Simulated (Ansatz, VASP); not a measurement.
# PtS2: VASP beside Ansatz, part 2 of 2

One calculation is typed for both programs; each brings its own data sets. How far apart do they land? The cell is taken from a series of runs on this material, whose earlier steps may have relaxed, scaled, displaced or heated it; both programs get it as it stands.

VASP 6.6.1 and Ansatz 0.2.0.

So far: Set-up; VASP: zone-centre phonons, PBE with D3(BJ).

## (3) Ansatz: zone-centre phonons, PBE with D3(BJ)

Level of this step: Ansatz beside VASP: Kohn-Sham DFT, plane waves, PBE with D3(BJ) (Ansatz).

Ansatz runs on its PAW soft_1 files.

The same cell, functional, mesh and smearing now go to Ansatz, which takes its cutoff from its data sets.

File input.yaml:

```yaml
crystal:
  lattice:
    - [3.5955262636, 0.0, 0.0]
    - [-1.7977631318, 3.1138170842, 0.0]
    - [0.0, 0.0, 4.5239858807]
  atoms:
    - { symbol: S, position: [0.3333333333, 0.6666666667, 0.2639710911] }
    - { symbol: S, position: [0.6666666667, 0.3333333333, 0.7360289089] }
    - { symbol: Pt, position: [0.0, 0.0, 0.0] }
kpoints:
  mp_grid: { grid: [12, 12, 8] }
hamiltonian:
  xc: pbe
  dispersion: d3bj
  pseudopotentials: { kind: paw, azcp: { folder: soft_1 } }
scf:
  occupations: { method: gaussian, width: 0.01 }
output:
  eigenvalues: true
phonons:
  method: dfpt
```

On the command line:

```
ansatz run input.yaml --threads 4 --pin off --max-ram 10240MiB --backend cpu --events-out ev --progress --plain --runs-dir out
```

Numbers of over 12 decimals in the logs are rounded to 6 here.

Output:

```text
Engine: ansatz 0.2.0, aarch64-unknown-linux-gnu
Pseudopotentials: kind: paw
Pseudopotential: S, paw, valence charge 6, recommended cutoff 420 eV (normal), soft_1/S.paw.azcp
Pseudopotential: Pt, paw, valence charge 18, recommended cutoff 420 eV (normal), soft_1/Pt.paw.azcp
Functional definition: PBE
  parameter kappa = 0.804
  parameter beta = 0.066725
  exchange = pbe_x(kappa = kappa, mu = beta*pi^2/3)
  correlation = pbe_c(beta = beta)
Crystal: 3 atoms, lattice volume = 50.650 Å³
Basis set: ecut = 420 eV, 987 PW (Γ), exchange–correlation on 50×50×64 points (8 copies of the dense FFT grid, shifted against one another)
Bands: 19, of which v1, the nominal top of the filled ones, is band 15 counted from 1 (14 counted from 0)
Symmetry: 12 space group operations
k-points: 320 of 1152 (irreducible under 2 space group operations, time reversal used)
Non-local potential: S, projectors of the file, l = 0: 2, l = 1: 2, l = 2: 1
Non-local potential: Pt, projectors of the file, l = 0: 3, l = 1: 2, l = 2: 2, l = 3: 1
PAW form: soft (Blöchl's): semilocal exchange-correlation on the pseudo side does not see the compensation charge
PAW one-centre angular grid: S, 110 points (default); XC on 64 Gauss nodes
PAW one-centre angular grid: Pt, 590 points (default); XC on 64 Gauss nodes
Initial density: superposition of atomic densities (chi_scale 0.1, normalization cell, long waves kept (reshape's long-wave potential 0.01 eV rms))
Initial wavefunctions: pseudopotential atomic-orbital guess
Functional: x = pbe(κ = 0.804, μ = 0.219515), c = pbe(β = 0.066725)
SCF iter   1: F=—  HF=-14331.652115 eV  |F-HF|=—  |Δ(HF+E_count)|=         —  Δρ=7.86e-2  dr2=2.76e0  ethr=3.10e-3  ⟨swp⟩=6.3  Hψ=33814  notcnv=0
preconditioner: auto → Resta (q_TF=auto, 2.500 Å⁻¹)  ε∞=7.4  [insulator: Δε(μ)=0.473 eV  Ē_g=9.640 eV  σ=0.010 eV  W_gap=1.00  n_scr=20 (ndim 8)  ℏωp=24.5 eV  f_vac=0.000  D(μ)=0.00/eV (n_scr^D=0)  ε∞_Penn≈7.4]
SCF iter   2: F=—  HF=-14331.241238 eV  |F-HF|=—  |Δ(HF+E_count)|=   4.11e-1  Δρ=3.72e-2  dr2=5.62e-1  ethr=3.10e-3  ⟨swp⟩=2.5  Hψ=11032  notcnv=0
SCF iter   3: F=—  HF=-14331.152703 eV  |F-HF|=—  |Δ(HF+E_count)|=   8.85e-2  Δρ=5.05e-3  dr2=7.33e-3  ethr=1.87e-3  ⟨swp⟩=2.5  Hψ=9445  notcnv=0
SCF iter   4: F=—  HF=-14331.154050 eV  |F-HF|=—  |Δ(HF+E_count)|=   1.35e-3  Δρ=6.93e-4  dr2=2.30e-4  ethr=2.44e-5  ⟨swp⟩=2.3  Hψ=13211  notcnv=0  defer=1
SCF iter   5: F=—  HF=-14331.154222 eV  |F-HF|=—  |Δ(HF+E_count)|=   1.72e-4  Δρ=1.87e-4  dr2=2.11e-5  ethr=7.67e-7  ⟨swp⟩=2.0  Hψ=10880  notcnv=0  defer=1
SCF iter   6: F=—  HF=-14331.154237 eV  |F-HF|=—  |Δ(HF+E_count)|=   1.47e-5  Δρ=4.14e-5  dr2=7.26e-7  ethr=7.04e-8  ⟨swp⟩=2.0  Hψ=9355  notcnv=0  defer=1
SCF iter   7: F=—  HF=-14331.154240 eV  |F-HF|=—  |Δ(HF+E_count)|=   2.80e-6  Δρ=6.24e-6  dr2=1.69e-8  ethr=2.42e-9  ⟨swp⟩=2.0  Hψ=9598  notcnv=0  defer=1
SCF iter   8: F=—  HF=-14331.154240 eV  |F-HF|=—  |Δ(HF+E_count)|=   3.39e-8  Δρ=1.29e-6  dr2=1.11e-9  ethr=5.62e-11  ⟨swp⟩=2.3  Hψ=10375  notcnv=0  defer=1
SCF iter   9: F=—  HF=-14331.154240 eV  |F-HF|=—  |Δ(HF+E_count)|=   1.32e-9  Δρ=3.18e-7  dr2=6.91e-11  ethr=3.71e-12  ⟨swp⟩=2.0  Hψ=9426  notcnv=0  defer=1
SCF iter  10: F=-14331.154240 eV  HF=-14331.154240 eV  |F-HF|=0.00e0  |Δ(HF+E_count)|=  4.00e-11  Δρ=7.97e-8  dr2=3.34e-12  ethr=1.00e-12  ⟨swp⟩=7.0  Hψ=30319  notcnv=0
SCF 1 converged in 10 iterations: F = -14331.154240 eV  dr2 = 3.34e-12
  greatest PAW one-centre occupation: 1.000 electrons in one spin orbital (limit 2), on the Pt atom at site 2 (counted from 0), in its partial waves of l = 0
DFPT response loops at Γ: preconditioner auto → Kerker (q_TF=auto, 2.500 Å⁻¹) (partly filled bands, converged f_vac=0.000); β = 1.00, the filter's whole step (`scf.mixing.beta` (0.50) is not read by the response loops under this deck's `scf.mixing.preconditioner`; to damp them name `kerker` or `kerker_dos`, under which they read `scf.mixing.beta`, and type it under 1.00, their step now; both keys bind the ground state too); Broyden in place of MSR1
SCF converged after 10 iterations
Free energy (F): -14331.154240 eV
Harris-Foulkes:  -14331.154240 eV  (|F-HF|=0.00e0)
Internal energy: -14331.154221 eV  (E = F + TS)
E sigma→0 (E₀):  -14331.154231 eV
Entropy (-TS):   -0.000018 eV (-0.006 meV/atom)
Fermi energy:    12.886647 eV
--- Per-component energies (eV) ---
  E_band       = -275.591788
  E_kinetic    = 807.195348
  E_local      = -2671.443466  (includes V_loc(G=0)·N_el)
  E_nonlocal   = 272.174036
  E_hartree    = 1045.133321
  E_xc         = -410.304908
  E_vxc        = -437.190464  (∫ρ·V_xc dr)
  E_paw        = -10700.515495  (= ΣΔE_a)
  E_vpaw       = -336.594999  (= ΣTr[D̂ρ^β])
  E_aug_tail   = 0.001124  (compensation charges beyond the density's cutoff)
  E_ewald      = -2672.004877
  E_disp       = -1.389303  (pairwise vdW)
  E_smearing   = -0.000018  (= −TS)
  E_closure    = 0.000000  (closes the sum)
  Σ components = -14331.154240   (vs F -14331.154240, Δ=0.00e0)
--- Band table (eV; the first three rows and the last of 320) ---
  k-point 0: bands = [... 11 lower, 10.4121, 11.2393, 11.2393, 13.0724, 13.8661, 13.8661, 16.2366, 17.8737]
  k-point 1: bands = [... 11 lower, 10.3774, 11.1264, 11.1264, 12.7419, 14.0535, 14.0535, 16.4437, 18.1981]
  k-point 2: bands = [... 11 lower, 10.2318, 10.8841, 10.8841, 12.0489, 14.5010, 14.5010, 17.0223, 18.8934]
  k-point 319: bands = [... 11 lower, 9.2734, 9.5842, 9.9994, 10.6117, 14.3724, 14.7471, 18.9749, 19.2781]
--- Phonons (Γ-DFPT): 4 representative perturbations + reference, on 320 of 1152 k-points (Σ response iterations 12) ---
  k mesh reduced under 2 symmetry operations, with k and −k counted as one. Each operation leaves every solved perturbation unchanged. A smaller set is not used because it would not reduce the number of displacements times k-points to solve
  ASR residual: 9.702e-6 → 0.000e0 eV/Å²; symmetrization residual: 6.820e-6 eV/Å²
  pairwise dispersion correction: d3bj (s6 = 1.0, s8 = 0.7875, a1 = 0.4289, a2_bohr = 4.4407), with the weights of each atom's references fixed at the reference crystal's, and the forces and stress that the weights' published response gives there kept as a pressure on the atom's counted neighbours (hamiltonian.dispersion)
  ASR residual per site (eV/Å²): 9.70e-6 9.70e-6 6.16e-6
  Γ frequencies (cm⁻¹): 0.00 0.00 0.00 289.85 289.85 303.55 303.55 320.74 336.12
  non-analytic LO–TO correction: not included (Born effective charges unavailable; polar crystals: no LO–TO splitting at Γ)
```

In the SCF lines HF is the Harris–Foulkes energy and dr2 the Hartree energy of the density residual, in eV; the loop may stop once dr2 is under the threshold and the program's other checks hold. Hψ counts applications of the Hamiltonian.

## (4) Differences

Known differences besides the potentials themselves: the data sets hold 30 valence electrons in Ansatz (on its PAW soft_1 files) and 22 in VASP; the cutoff is 420 eV in Ansatz and 500 eV in VASP; Ansatz takes the dispersion share of the force constants at frozen C6 weights, VASP differentiates the full forces; VASP uses finite displacements, Ansatz perturbation theory. Total energies have different zeros and are not compared.

The two programs side by side:

```
                  quantity  Ansatz   VASP  difference
optical mode 1 to 2 (cm⁻¹)   289.9  290.6     -0.27 %
optical mode 3 to 4 (cm⁻¹)   303.6  302.9     +0.20 %
     optical mode 5 (cm⁻¹)   320.7  320.9     -0.04 %
     optical mode 6 (cm⁻¹)   336.1  335.2     +0.26 %
```

Modes are paired by rising frequency, not by their patterns, so a pair may set unlike modes beside each other; they are those without the splitting of longitudinal modes.

## (5) Outcome

```yaml
r_m_s_difference_of_the_optical_zone_centre_modes_each_program_s_sorted_by_frequency_zone_centre_phonons_pbe_with_d3_bj: 0.68 cm⁻¹
```

**Reading.** The r.m.s. difference of the optical zone-centre modes, each program's sorted by frequency is 0.68 cm⁻¹ (zone-centre phonons, PBE with D3(BJ)). The data sets hold unlike numbers of valence electrons (30 in Ansatz and 22 in VASP), so part of the differences comes from the potentials. How closely two codes agree says nothing of how well the functional describes the real material.

[Lines on the potential files, build, host, timing and source positions are cut from VASP's logs without a mark.]

[Logs are printed without paths, hosts, clocks, repeated set-up lines and the standing remarks that a program may print on its own settings, such as how far it seeks lower states.]

[Hosts, paths, dates, database ids (printed as entryN), source tags and the programs' standing remarks are cut or masked in the printed files.]
